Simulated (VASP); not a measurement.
Here is the system:

```xyz
4
Lattice="1.5759 -2.7295 0.0000 1.5759 2.7295 0.0000 0.0000 0.0000 5.1754" Properties=species:S:1:pos:R:3 pbc="T T T"
Si     1.5759    -0.9098     2.5855
Si     1.5759     0.9098     5.1732
C      1.5759    -0.9098     4.5307
C      1.5759     0.9098     1.9430
```

All values below come from PBE GGA, VASP's PBE PAW potentials (set 64) (plane waves; VASP). Numerical set-up: 520 eV cut-off, 8×8×5 Γ-centred mesh, Gaussian smearing of 0.050 eV, potentials Si C.

### Question
Give the stress tensor in GPa (positive for a compressed cell).

### Answer

```
-11.07    0.00    0.00
  0.00  -11.07    0.00
  0.00    0.00  -11.08
```
The pressure is its mean diagonal, -11.07 GPa.

The compound is SiC in the wurtzite structure, the rare 2H polytype. This cell is one point of a volume scan, at 1.06 of the reference volume.
